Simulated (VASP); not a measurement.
```xyz
1
Lattice="0.0000 2.7459 2.7459 2.7459 0.0000 2.7459 2.7459 2.7459 0.0000" Properties=species:S:1:pos:R:3 pbc="T T T"
Ca     0.0000     0.0000     0.0000
```

These are PBE GGA with D3 dispersion (zero damping), VASP's PBE PAW potentials (set 64) (plane waves; VASP 6.6.1) values and carry that method's errors. Run with 520 eV cut-off, 13×13×13 Γ-centred mesh, tetrahedra with Blöchl corrections, potentials Ca_sv.

Problem. What does the run give for the energy per atom (σ→0), band gap (on the k-mesh) with the smallest direct gap where there is one?

Solution. 
```yaml
band gap (on the k-mesh): none (metal, semimetal or under 0.01 eV)
energy per atom (σ→0): -2.081 eV/atom
```

The compound is Ca in the fcc structure. It was relaxed first.
